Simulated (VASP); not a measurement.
Data:

```xyz
5
Lattice="3.8287 0.0000 0.0000 0.0000 3.8287 0.0000 0.0000 0.0000 3.8287" Properties=species:S:1:pos:R:3 pbc="T T T"
Sr     0.0000     0.0000     0.0000
V      1.9143     1.9143     1.9143
O      1.9143     0.0000     1.9143
O      0.0000     1.9143     1.9143
O      1.9143     1.9143     0.0000
```

Method: PBE GGA, VASP's PBE PAW potentials (set 64) (plane waves; VASP). Settings: 620 eV cut-off, 8×8×8 Γ-centred mesh, first-order Methfessel-Paxton smearing of 0.10 eV, potentials Sr_sv V_sv O.

Q: Estimate the energy per atom (σ→0), pressure, band gap (on the k-mesh) with the smallest direct gap where there is one.

A: 
```yaml
band gap (on the k-mesh): none (metal, semimetal or under 0.01 eV)
energy per atom (σ→0): -7.851 eV/atom
pressure: 5.01 GPa
```

Total energies compare only between runs with the same potentials, cut-off and functional.

The compound is SrVO3 in the cubic perovskite structure. It was relaxed first under an external pressure of 5 GPa. The run is not spin-polarised, so no magnetic state was tried. The electron count is odd and the run is not spin-polarised, which forces a metal.
